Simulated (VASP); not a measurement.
Input:

```
CELL_PARAMETERS angstrom
      1.95748    -3.39045     0.00000
      1.95748     3.39045     0.00000
      0.00000     0.00000     5.07547
ATOMIC_POSITIONS crystal
  Ni 0.00000 0.00000 0.50000
  Ni 0.00000 0.00000 0.00000
  Sb 0.33333 0.66667 0.25000
  Sb 0.66667 0.33333 0.75000
```

Calculation: PBEsol GGA, VASP's PBE PAW potentials (set 64) (plane waves; VASP). Numerical set-up: 400 eV cut-off, 10×10×7 Γ-centred mesh, tetrahedra with Blöchl corrections, potentials Ni Sb.

Question: The job: NiSb (NiAs type), 4 atoms, PBEsol, static run, 400 eV, 10×10×7 Γ-centred mesh. Roughly how much core time does it take on a busy server core?

Answer: About 40 core-seconds (one run on a shared machine, a rough figure). It had 56 irreducible k-points, 19 bands, up to 1247 plane waves and 16 electronic steps.

The compound is NiSb in the NiAs type structure. It was relaxed first.
